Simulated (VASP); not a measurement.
```yaml
crystal:
  lattice:
    - [2.83161, 0.00000, 0.00000]
    - [0.00000, 2.83161, 0.00000]
    - [0.00000, 0.00000, 2.83161]
  atoms:
    - { symbol: Mn, position: [0.00000, 0.00000, 0.00000] }
    - { symbol: V, position: [0.50000, 0.50000, 0.50000] }
```

The numbers are results of PBEsol GGA, VASP's PBE PAW potentials (set 64) (plane waves; VASP), not measurements. Numerical set-up: 400 eV cut-off, 14×14×14 Γ-centred mesh, tetrahedra with Blöchl corrections, potentials Mn_pv V_sv.

### Question
Estimate the energy per atom (σ→0), band gap (on the k-mesh) with the smallest direct gap where there is one.

### Answer

* **band gap (on the k-mesh)**: none (metal, semimetal or under 0.01 eV)
* **energy per atom (σ→0)**: -9.986 eV/atom

Only differences to runs with the same potentials and settings are physical.

The structure comes from a measured MnV entry (Pm-3m) of the Crystallography Open Database, whose conditions weren't checked. It was relaxed first, which changed the volume by -7 %. The run is not spin-polarised, so no magnetic state was tried.
